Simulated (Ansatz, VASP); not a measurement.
# Ti16Si19C19S32 (1T-TiS2/h-SiC heterobilayer) in two plane-wave programs, part 2 of 2

Aim: how closely do two programs agree when they are given the same cell, functional and k mesh? The structure shown is the start of the Ansatz relaxation below; VASP solves that cell, so the two are compared at the walk's first step.

VASP 6.6.1 and Ansatz 0.2.0.

So far: The starting structure; Ansatz: relaxation, PBE with D3(BJ).

## (3) VASP: single point, PBE with D3(BJ), start cell

Level of this step: PBE with D3(BJ), no spin polarisation; plane waves and PAW (Ti_sv, S, Si, C) (VASP).

The same cell, functional, mesh and smearing now go to VASP, with its own data sets.

Lines of VASP's logs that name or quote its potential files are left out, and so is its time.

The input, INCAR:

```
SYSTEM = Ti16Si19C19S32
PREC = Accurate
ENCUT = 520
EDIFF = 1E-06
NELM = 120
ISMEAR = 0
SIGMA = 0.05
LREAL = Auto
ALGO = Normal
GGA = PE
IVDW = 12
NBANDS = 328
LASPH = .TRUE.
LORBIT = 11
LWAVE = .FALSE.
LCHARG = .FALSE.
ISIF = 2
GGA_COMPAT = .FALSE.
EFERMI = MIDGAP
NCORE = 2
```

The input, POSCAR:

```
Ti16Si19C19S32
1.0
   13.5763000000      0.0000000000      0.0000000000
   -6.7881500000     11.7574200000      0.0000000000
    0.0000000000      0.0000000000     22.0500000000
Ti S Si C
16 32 19 19
Direct
    0.0009697202      0.0007314530      0.4282811791
    0.9994126059      0.2500718695      0.4274784580
    0.0001330054      0.5011388553      0.4274512472
    0.9993124468      0.7496542609      0.4272607710
    0.2500495364      0.0002721686      0.4271020408
    0.2488547301      0.2502930065      0.4278095238
    0.2513275300      0.4995908966      0.4273922902
    0.2508318838      0.7503176717      0.4276281179
    0.4985082092      0.9994029302      0.4272789116
    0.4996623907      0.2498422273      0.4282993197
    0.5020546799      0.5012919501      0.4278185941
    0.4992401330      0.7502241138      0.4271700680
    0.7498123677      0.0009100636      0.4280090703
    0.7498958480      0.2502759959      0.4283401361
    0.7496780459      0.5008071499      0.4279909297
    0.7492786397      0.7497818399      0.4276689342
    0.0834309150      0.1673921660      0.4921587302
    0.1669381937      0.0825266087      0.3630793651
    0.0839495050      0.4166560351      0.4917006803
    0.1662981595      0.3319775937      0.3633106576
    0.0823862242      0.6654095882      0.4925306122
    0.1671544417      0.5843033591      0.3627210884
    0.0844419068      0.9174972060      0.4924217687
    0.1679494688      0.8318661747      0.3627800454
    0.3313056334      0.1670859763      0.4934603175
    0.4155801961      0.0832835775      0.3631791383
    0.3338925838      0.4170983090      0.4919591837
    0.4173783379      0.3337807104      0.3621088435
    0.3335818344      0.6675614208      0.4925714286
    0.4157118764      0.5831381374      0.3621496599
    0.3338684433      0.9169358584      0.4925578231
    0.4155983346      0.8336863019      0.3628798186
    0.5830877139      0.1670519553      0.4924081633
    0.6677931716      0.0817101031      0.3634920635
    0.5841676894      0.4160096348      0.4928979592
    0.6649810294      0.3325474466      0.3625215420
    0.5822280017      0.6650268511      0.4922086168
    0.6674379204      0.5832572112      0.3624807256
    0.5826130977      0.9171910164      0.4912199546
    0.6666729134      0.8333716070      0.3634104308
    0.8339317345      0.1660993653      0.4921995465
    0.9159131798      0.0820418085      0.3629297052
    0.8336070058      0.4162988139      0.4920997732
    0.9175163550      0.3339167947      0.3622585034
    0.8337112045      0.6680632316      0.4925895692
    0.9147922748      0.5838695904      0.3624807256
    0.8320292750      0.9154304261      0.4924807256
    0.9169417328      0.8329038173      0.3629977324
    0.9147219529      0.1526100114      0.6376281179
    0.0189182960      0.4146402867      0.6375782313
    0.8616737690      0.5205308648      0.6367891156
    0.9685754517      0.7844067831      0.6370204082
    0.0709413338      0.0462601489      0.6366984127
    0.1765327583      0.3078396451      0.6371201814
    0.1249988772      0.6782440365      0.6370793651
    0.2315698304      0.9410312807      0.6377188209
    0.3339014080      0.2035820784      0.6374421769
    0.4397869188      0.4675175336      0.6376009070
    0.2817585661      0.5728127429      0.6368480726
    0.3888898910      0.8371479457      0.6373514739
    0.4923320926      0.0991799221      0.6367800454
    0.5991476650      0.3630898616      0.6371791383
    0.5467490544      0.7316911363      0.6362086168
    0.6502534835      0.9942232224      0.6376009070
    0.7554025337      0.2577095996      0.6373605442
    0.7037306705      0.6250095684      0.6365986395
    0.8090985653      0.8903994244      0.6367891156
    0.9330697833      0.0292326038      0.6368979592
    0.0365660124      0.2918072162      0.6381405896
    0.8784077419      0.3974171204      0.6369297052
    0.9850063701      0.6614971652      0.6383809524
    0.0894223615      0.9222431452      0.6374013605
    0.1955865479      0.1866991228      0.6379002268
    0.1431627488      0.5561339137      0.6374013605
    0.2477629285      0.8185299156      0.6376507937
    0.3524092520      0.0808340605      0.6370702948
    0.4585016372      0.3457136004      0.6372199546
    0.3016728864      0.4497840513      0.6371519274
    0.4043310034      0.7120524741      0.6373696145
    0.5097289880      0.9753075079      0.6374512472
    0.6157703170      0.2400186435      0.6365714286
    0.5623796055      0.6086539394      0.6363492063
    0.6686576339      0.8699272459      0.6370884354
    0.7748688447      0.1351401923      0.6373514739
    0.7201081366      0.5023466033      0.6375782313
    0.8278202564      0.7652359106      0.6366712018
```

The input, KPOINTS:

```
Automatic mesh
0
Gamma
1 1 1
0 0 0
```

PAW data sets: Ti_sv, S, Si and C (PBE family, release 64).

Launch:

```
> mpirun -np 8 vasp_gam
```

Numbers of over 12 decimals in the logs are rounded to 6 here.

Output:

```text
[banner, memory and clock lines left out]
running    8 mpi-ranks, on    1 nodes
[...]
LDA part: xc-table for (Slater+PW92), standard interpolation
 POSCAR, INCAR and KPOINTS ok, starting setup
[...]
entering main loop
       N       E                     dE             d eps       ncg     rms          rms(c)
DAV:   1     0.636148017051E+04    0.63615E+04   -0.25911E+05   736   0.147E+03
DAV:   2     0.326786166735E+03   -0.60347E+04   -0.58784E+04   856   0.383E+02
DAV:   3    -0.598674867024E+03   -0.92546E+03   -0.90933E+03   888   0.148E+02
DAV:   4    -0.688800220741E+03   -0.90125E+02   -0.89737E+02   976   0.444E+01
[...]
DAV:  36    -0.583953261671E+03   -0.37853E-05   -0.27408E-08   384   0.569E-04    0.314E-04
DAV:  37    -0.583953264159E+03   -0.24880E-05   -0.34440E-09   384   0.397E-04    0.302E-04
DAV:  38    -0.583953264920E+03   -0.76160E-06    0.44853E-08   376   0.277E-04
   1 F= -.60608145E+03 E0= -.60603151E+03  d E =-.998842E-01
```

From OUTCAR (step 3):

```text
  FREE ENERGIE OF THE ION-ELECTRON SYSTEM (eV)
  ---------------------------------------------------
  free  energy   TOTEN  =      -606.0814525718 eV

  energy  without entropy=     -605.9815684042  energy(sigma->0) =     -606.03151049
```

## (4) Differences

Known differences besides the potentials themselves: the cutoff is 420 eV in Ansatz and 520 eV in VASP (PREC = Accurate, projectors in real space). Total energies have different zeros and are not compared.

Forces on 10 of the 86 atoms, those with the largest forces and the largest differences (eV/Å; atoms numbered as in POSCAR):

```tsv
atom	Ansatz x, y, z	VASP x, y, z
Ti1	0.008, -0.063, -0.032	0.020, -0.050, -0.034
S38	-0.087, -0.126, 0.115	-0.087, -0.125, 0.100
S44	-0.059, -0.048, 0.205	-0.059, -0.046, 0.191
Si53	0.938, -0.083, -0.013	0.935, -0.085, -0.007
Si57	0.665, 0.431, -0.391	0.663, 0.429, -0.381
Si60	-0.230, -0.825, -0.105	-0.230, -0.823, -0.101
Si67	0.772, -0.863, -0.408	0.771, -0.860, -0.402
C72	0.256, 1.040, 0.146	0.259, 1.034, 0.150
C78	-1.294, -0.169, 0.152	-1.289, -0.162, 0.154
C83	-0.422, 0.872, 0.134	-0.430, 0.871, 0.132
```

The forces differ by 5.2 meV/Å r.m.s., which is 1.9 % of the r.m.s. force of 0.276 eV/Å (both taken over all components). With vacuum in the cell, a pressure given here is an average over mostly empty space and none of the material.

## (5) Results

```yaml
r_m_s_force_difference_single_point_pbe_with_d3_bj_start_cell: 1.9 % of the r.m.s. force
```

In words: The r.m.s. force difference is 1.9 % of the r.m.s. force (single point, PBE with D3(BJ), start cell), within the 3 % picked in this series as the mark of a large difference. VASP runs on this material, other cells of it included, that failed, so that no pair exists: single point, PBE (timeout). How closely two codes agree says nothing of how well the functional describes the real material.

[Lines on the potential files, build, host, timing and source positions are cut from VASP's logs without a mark.]

[Logs are printed without paths, hosts, clocks, repeated set-up lines and the standing remarks that a program may print on its own settings, such as how far it seeks lower states.]

[Hosts, paths, dates, database ids (printed as entryN), source tags and the programs' standing remarks are cut or masked in the printed files.]
